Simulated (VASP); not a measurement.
Gd (relaxed from the simple-cubic structure, space group Pm-3m): computed properties

These are r2SCAN meta-GGA, VASP's PBE PAW potentials (set 64) (plane waves; VASP) values and carry that method's errors.

- space group = Pm-3m (221)
- cell = a = b = c = 3.215 Å, α = β = γ = 90.00°
- volume per atom = 33.22 Å^3/atom
- band gap (over mesh and band path) = none (metal, semimetal or under 0.01 eV)
- density = 7.86 g/cm³

```
CELL_PARAMETERS angstrom
      3.21461     0.00000     0.00000
      0.00000     3.21461     0.00000
      0.00000     0.00000     3.21461
ATOMIC_POSITIONS crystal
  Gd 0.00000 0.00000 0.00000
```

The 4f electrons are frozen in the core of the lanthanide potential, so 4f levels, which can set the real gap, and their magnetism are missing.

The structure was generated: Gd was put into the simple-cubic type (Pm-3m), which need not be its known phase. It was relaxed first, which changed the volume by -11 %. Symmetry was kept, so distortions that lower it aren't found.
